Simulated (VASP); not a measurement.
Method: RPBE GGA, VASP's PBE PAW potentials (set 64) (plane waves; VASP).

VASP input:

File POSCAR:
```
Gd
5.7628860
  0.3230476907  -0.5595349731   0.0000000000
  0.3230476907   0.5595349731   0.0000000000
  0.0000000000   0.0000000000   0.9999999557
Gd
2
Cartesian
  0.3230476907   0.1865120307   0.2499999889
  0.3230476907  -0.1865120307   0.7499999668
```

**INCAR**
```
! general
SYSTEM  = Gd
PREC    = Accurate
ENCUT   = 520   ! plane-wave cut-off (eV)
LREAL   = .FALSE.   ! projection in real space or not
LASPH   = .TRUE.

! electronic loop
EDIFF   = 1E-7   ! SCF stop (eV)
NELM    = 100   ! most electronic steps
ALGO    = Normal
LMAXMIX = 6   ! l cut-off of mixed one-centre charges

! smearing
ISMEAR  = -5   ! tetrahedra, Bloechl

! functional
GGA     = RP

! ions
ISIF    = 2

! output
LWAVE   = .FALSE.
LCHARG  = .TRUE.
LORBIT  = 11   ! lm-projected
NEDOS   = 601   ! DOS grid
```

File KPOINTS:
```
Regular mesh
0
Gamma
13 13 7
```

POTCAR, in this order: Gd_3 (PBE.64 set). Program: vasp_std.

Output

### OSZICAR
```
       N       E                     dE             d eps       ncg     rms          rms(c)
DAV:   1     0.394338917000E+02    0.39434E+02   -0.88309E+03  2184   0.121E+03
DAV:   2    -0.665262551335E+01   -0.46087E+02   -0.45178E+02  2389   0.234E+02
DAV:   3    -0.841420204532E+01   -0.17616E+01   -0.16763E+01  3016   0.272E+01
DAV:   4    -0.845209893238E+01   -0.37897E-01   -0.37442E-01  2675   0.400E+00
DAV:   5    -0.845325290888E+01   -0.11540E-02   -0.11416E-02  3332   0.528E-01    0.221E+01
DAV:   6    -0.845868225037E+01   -0.54293E-02   -0.22087E-02  2544   0.125E+00    0.132E+01
DAV:   7    -0.847005032132E+01   -0.11368E-01   -0.41277E-02  2434   0.171E+00    0.209E-01
DAV:   8    -0.846995007998E+01    0.10024E-03   -0.20661E-03  2609   0.336E-01    0.640E-02
DAV:   9    -0.846999992190E+01   -0.49842E-04   -0.20776E-04  2734   0.109E-01    0.386E-02
DAV:  10    -0.846998322833E+01    0.16694E-04   -0.34170E-05  2589   0.407E-02    0.497E-02
DAV:  11    -0.846999138697E+01   -0.81586E-05   -0.59445E-06  2574   0.182E-02    0.277E-03
DAV:  12    -0.846999192293E+01   -0.53596E-06   -0.36688E-07  3084   0.388E-03    0.461E-03
DAV:  13    -0.846999160347E+01    0.31947E-06   -0.23301E-08  1532   0.116E-03    0.169E-03
DAV:  14    -0.846999139780E+01    0.20567E-06   -0.14300E-08  1442   0.959E-04    0.338E-04
DAV:  15    -0.846999142257E+01   -0.24776E-07   -0.14532E-09  1402   0.325E-04
   1 F= -.84699914E+01 E0= -.84699914E+01  d E =0.000000E+00
```

**OUTCAR**
```
------------------------ aborting loop because EDIFF is reached ----------------------------------------
  FORCE on cell =-STRESS in cart. coord.  units (eV):
  Direction    XX          YY          ZZ          XY          YZ          ZX
  --------------------------------------------------------------------------------------
  Total       -0.1750610     -0.1750610      0.1740702      0.0000000     -0.0000000      0.0000000
  in kB       -4.0537412     -4.0537406      4.0307976      0.0000000     -0.0000000      0.0000000
  external PRESSURE =      -1.3588947 kB  Pullay stress =       0.0000000 kB
  volume of cell :       69.19
      direct lattice vectors                 reciprocal lattice vectors
     1.861687014 -3.224536263  0.000000000     0.268573609 -0.155061057  0.000000000
     1.861687014  3.224536263  0.000000000     0.268573609  0.155061057  0.000000000
     0.000000000  0.000000000  5.762885745     0.000000000  0.000000000  0.173524176
 POSITION                                       TOTAL-FORCE (eV/Angst)
 -----------------------------------------------------------------------------------
      1.86169      1.07485      1.44072         0.000000      0.000000      0.000000
      1.86169     -1.07485      4.32216         0.000000     -0.000000      0.000000
 -----------------------------------------------------------------------------------
    total drift:                                0.000000      0.000120     -0.000011
  FREE ENERGIE OF THE ION-ELECTRON SYSTEM (eV)
  ---------------------------------------------------
  free  energy   TOTEN  =        -8.4699914226 eV

  energy  without entropy=       -8.4699914226  energy(sigma->0) =       -8.46999142

 total charge

# of ion       s       p       d       tot
------------------------------------------
    1        0.348   6.227   1.050   7.625
    2        0.348   6.227   1.050   7.625
--------------------------------------------------
tot          0.696  12.454   2.100  15.249
```
(Selected blocks of OUTCAR.)

### OUTCAR
```
 val. band max:        3.0951984643   @ k =   0.3846   0.2308   0.4286

 cond. band min:       3.0506043732   @ k =   0.4615  -0.0000   0.2857


 Fermi energy:         3.0782054754

 k-point     1 :       0.0000    0.0000    0.0000
  band No.  band energies     occupation
      1     -19.3020      2.00000
      2     -18.7642      2.00000
      3     -18.7642      2.00000
      4     -18.6539      2.00000
      5     -18.6539      2.00000
      6     -18.6002      2.00000
      7      -1.5507      2.00000
      8       1.1325      2.00000
      9       4.4656      0.00000
     10       4.7287      0.00000
     11       4.7287      0.00000
     12       5.1695      0.00000
     13       5.4049      0.00000

 k-point     2 :       0.0769    0.0000    0.0000
  band No.  band energies     occupation
      1     -19.2900      2.00000
      2     -18.7876      2.00000
      3     -18.7725      2.00000
      4     -18.6790      2.00000
      5     -18.6567      2.00000
      6     -18.6063      2.00000
      7      -1.4192      2.00000
      8       1.2568      2.00000
      9       4.2777      0.00000
     10       4.4108      0.00000
     11       4.8534      0.00000
     12       5.2545      0.00000
     13       5.4128      0.00000

 k-point     3 :       0.1538   -0.0000    0.0000
  band No.  band energies     occupation
      1     -19.2555      2.00000
      2     -18.8527      2.00000
      3     -18.7948      2.00000
      4     -18.7468      2.00000
      5     -18.6651      2.00000
      6     -18.6247      2.00000
      7      -1.0412      2.00000
      8       1.5926      2.00000
      9       3.8089     -0.00021
     10       3.9029      0.00000
     11       4.9179      0.00000
     12       5.2222      0.00000
     13       5.3403      0.00000

 k-point     4 :       0.2308   -0.0000    0.0000
  band No.  band energies     occupation
      1     -19.2022      2.00000
      2     -18.9448      2.00000
      3     -18.8388      2.00000
...
```

The 4f electrons are frozen in the core of the lanthanide potential, so 4f levels, which can set the real gap, and their magnetism are missing. For a metal the tetrahedron method with Blöchl corrections gives inexact stress and forces.

The compound is Gd in the hcp structure. It was relaxed first.
